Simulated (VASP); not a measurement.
# Al3BiO3 (P6_3/m) in VASP: a series of runs, part 2 of 2

VASP 6.6.1. The steps go on from the part before.

## 3. Band structure, PBE

INCAR

```
SYSTEM = Al3BiO3
  PREC = Accurate
  ENCUT = 520
  EDIFF = 1E-7
  ISMEAR = 0
  SIGMA = 0.1
  LREAL = .False.
  LASPH = .True.
  NELM = 100
  ALGO = Normal
  ISIF = 2
  LWAVE = .False.
  LCHARG = .False.
  GGA = PE
  KPAR = 4
```

KPOINTS

```
Automatic mesh
0
Gamma
  4 4 10
  0 0 0
```

POSCAR

```
Al3BiO3
1.0
    9.9101600000      0.0000000000      0.0000000000
   -4.9550800000      8.5824500000      0.0000000000
    0.0000000000      0.0000000000      3.0712600000
Al Bi O
6 2 6
Direct
    0.6685840000      0.8535020000      0.2500000000
    0.8535020000      0.1849180000      0.7500000000
    0.1849180000      0.3314160000      0.2500000000
    0.3314160000      0.1464980000      0.7500000000
    0.8150820000      0.6685840000      0.7500000000
    0.1464980000      0.8150820000      0.2500000000
    0.6666670000      0.3333330000      0.7500000000
    0.3333330000      0.6666670000      0.2500000000
    0.7406920000      0.9710450000      0.7500000000
    0.9710450000      0.2303530000      0.2500000000
    0.2303530000      0.2593080000      0.7500000000
    0.2593080000      0.0289550000      0.2500000000
    0.7696470000      0.7406920000      0.2500000000
    0.0289550000      0.7696470000      0.7500000000
```

KPOINTS_OPT

```
path GMKGALHA,LM,KH
15
line-mode
reciprocal
 0.0000000000  0.0000000000  0.0000000000  G
 0.5000000000  0.0000000000  0.0000000000  M

 0.5000000000  0.0000000000  0.0000000000  M
 0.3333333333  0.3333333333  0.0000000000  K

 0.3333333333  0.3333333333  0.0000000000  K
 0.0000000000  0.0000000000  0.0000000000  G

 0.0000000000  0.0000000000  0.0000000000  G
 0.0000000000  0.0000000000  0.5000000000  A

 0.0000000000  0.0000000000  0.5000000000  A
 0.5000000000  0.0000000000  0.5000000000  L

 0.5000000000  0.0000000000  0.5000000000  L
 0.3333333333  0.3333333333  0.5000000000  H

 0.3333333333  0.3333333333  0.5000000000  H
 0.0000000000  0.0000000000  0.5000000000  A

 0.5000000000  0.0000000000  0.5000000000  L
 0.5000000000  0.0000000000  0.0000000000  M

 0.3333333333  0.3333333333  0.0000000000  K
 0.3333333333  0.3333333333  0.5000000000  H
```

Potentials or basis: VASP PAW PBE potentials, release 64 (Al, Bi_d, O).

Launch:

```console
$ cat potpaw_PBE.64/Al/POTCAR potpaw_PBE.64/Bi_d/POTCAR potpaw_PBE.64/O/POTCAR > POTCAR
$ mpirun -np 4 vasp_std > vasp.out
```

OUTCAR:

```text
SYSTEM = Al3BiO3
   PREC = Accurate
   ENCUT = 520
   EDIFF = 1E-7
   ISMEAR = 0
   LREAL = .False.
   LASPH = .True.
   NELM = 100
   ISIF = 2
   GGA = PE

 ion  position               nearest neighbor table
   1  0.669  0.854  0.250-  13 1.84   9 1.84   9 1.84   8 2.88   2 3.24   2 3.24   5 3.24   5 3.24

   2  0.854  0.185  0.750-   9 1.84  10 1.84  10 1.84   7 2.88   1 3.24   1 3.24   3 3.24   3 3.24

   3  0.185  0.331  0.250-  10 1.84  11 1.84  11 1.84   8 2.88   4 3.24   4 3.24   2 3.24   2 3.24
[... 7 lines left out ...]
   7  0.667  0.333  0.750-   2 2.88   4 2.88   5 2.88
   8  0.333  0.667  0.250-   6 2.88   1 2.88   3 2.88
   9  0.741  0.971  0.750-   2 1.84   1 1.84   1 1.84
[... 1510 lines left out ...]
      direct lattice vectors                 reciprocal lattice vectors
     9.910160000  0.000000000  0.000000000     0.100906544  0.058258423  0.000000000
    -4.955080000  8.582450000  0.000000000     0.000000000  0.116516845  0.000000000
     0.000000000  0.000000000  3.071260000     0.000000000  0.000000000  0.325599265

 POSITION                                       TOTAL-FORCE (eV/Angst)
 -----------------------------------------------------------------------------------
      2.39660      7.32514      0.76782         0.001029     -0.004922     -0.000000
      7.54206      1.58705      2.30344        -0.003748     -0.003352      0.000000
      0.19037      2.84436      0.76782        -0.004777      0.001570      0.000000
      2.55848      1.25731      2.30344        -0.001029      0.004922      0.000000
      4.76471      5.73809      2.30344         0.004777     -0.001570      0.000000
     -2.58698      6.99540      0.76782         0.003748      0.003352      0.000000
      4.95508      2.86081      2.30344        -0.000000     -0.000000      0.000000
     -0.00000      5.72164      0.76782        -0.000000     -0.000000      0.000000
      2.52877      8.33395      2.30344        -0.002301      0.001950      0.000000
      8.48179      1.97699      0.76782         0.000539      0.002968     -0.000000
      0.99794      2.22550      2.30344         0.002839      0.001018      0.000000
      2.42631      0.24850      0.76782         0.002301     -0.001950     -0.000000
      3.95714      6.35695      0.76782        -0.002839     -0.001018      0.000000
     -3.52671      6.60546      2.30344        -0.000539     -0.002968     -0.000000
 -----------------------------------------------------------------------------------
    total drift:                                0.001604     -0.000658      0.000000

  FREE ENERGIE OF THE ION-ELECTRON SYSTEM (eV)
  ---------------------------------------------------
  free  energy   TOTEN  =       -86.6229036169 eV

  energy  without entropy=      -86.6042238490  energy(sigma->0) =      -86.61356373
```

Run time: 5.8 min. Hardware: 4 MPI ranks of Intel Xeon Platinum 8488C (Sapphire Rapids), shared host; peak memory 0.58 GiB.

What came out:

| Item | Value |
| --- | --- |
| Free energy | -86.6229 eV |
| Pressure | 0.1 GPa |
| Largest force | 0.005 eV/Å |
| Band gap along the path | none (metal or under the smearing width) |

Forces in eV/Å, atoms in the order of the input:
```
Al   0.001 -0.005  0.000
Al  -0.004 -0.003  0.000
Al  -0.005  0.002  0.000
Al  -0.001  0.005  0.000
Al   0.005 -0.002  0.000
Al   0.004  0.003  0.000
Bi   0.000  0.000  0.000
Bi   0.000  0.000  0.000
O   -0.002  0.002  0.000
O    0.001  0.003  0.000
O    0.003  0.001  0.000
O    0.002 -0.002  0.000
O   -0.003 -0.001  0.000
O   -0.001 -0.003  0.000
```

Levels at the corners of the path, in eV from the Fermi level:
| point | band 39 | band 40 | band 41 | band 42 | band 43 | band 44 | band 45 | band 46 |
| --- | --- | --- | --- | --- | --- | --- | --- | --- |
| Γ | -4.07 | -4.07 | -2.20 | 0.23 | 0.23 | 0.27 | 0.54 | 0.54 |
| M | -4.29 | -4.17 | -1.04 | -0.50 | -0.07 | 0.21 | 1.38 | 1.39 |
| M | -4.29 | -4.17 | -1.04 | -0.50 | -0.07 | 0.21 | 1.38 | 1.39 |
| K | -4.33 | -4.31 | -0.64 | -0.64 | -0.39 | 0.71 | 0.71 | 1.59 |
| K | -4.33 | -4.31 | -0.64 | -0.64 | -0.39 | 0.71 | 0.71 | 1.59 |
| Γ | -4.07 | -4.07 | -2.20 | 0.23 | 0.23 | 0.27 | 0.54 | 0.54 |
| Γ | -4.07 | -4.07 | -2.20 | 0.23 | 0.23 | 0.27 | 0.54 | 0.54 |
| A | -2.76 | -2.76 | -2.76 | -2.76 | 0.91 | 0.91 | 0.91 | 0.91 |
| A | -2.76 | -2.76 | -2.76 | -2.76 | 0.91 | 0.91 | 0.91 | 0.91 |
| L | -2.73 | -2.73 | -2.61 | -2.61 | 0.89 | 0.89 | 1.17 | 1.17 |
| L | -2.73 | -2.73 | -2.61 | -2.61 | 0.89 | 0.89 | 1.17 | 1.17 |
| H | -2.71 | -2.71 | -2.61 | -2.61 | 0.84 | 0.84 | 1.37 | 1.37 |
| H | -2.71 | -2.71 | -2.61 | -2.61 | 0.84 | 0.84 | 1.37 | 1.37 |
| A | -2.76 | -2.76 | -2.76 | -2.76 | 0.91 | 0.91 | 0.91 | 0.91 |
| L | -2.73 | -2.73 | -2.61 | -2.61 | 0.89 | 0.89 | 1.17 | 1.17 |
| M | -4.29 | -4.17 | -1.04 | -0.50 | -0.07 | 0.21 | 1.38 | 1.39 |
| K | -4.33 | -4.31 | -0.64 | -0.64 | -0.39 | 0.71 | 0.71 | 1.59 |
| H | -2.71 | -2.71 | -2.61 | -2.61 | 0.84 | 0.84 | 1.37 | 1.37 |

Caveat: spin-orbit coupling is left out, which moves the levels of the heavy elements.
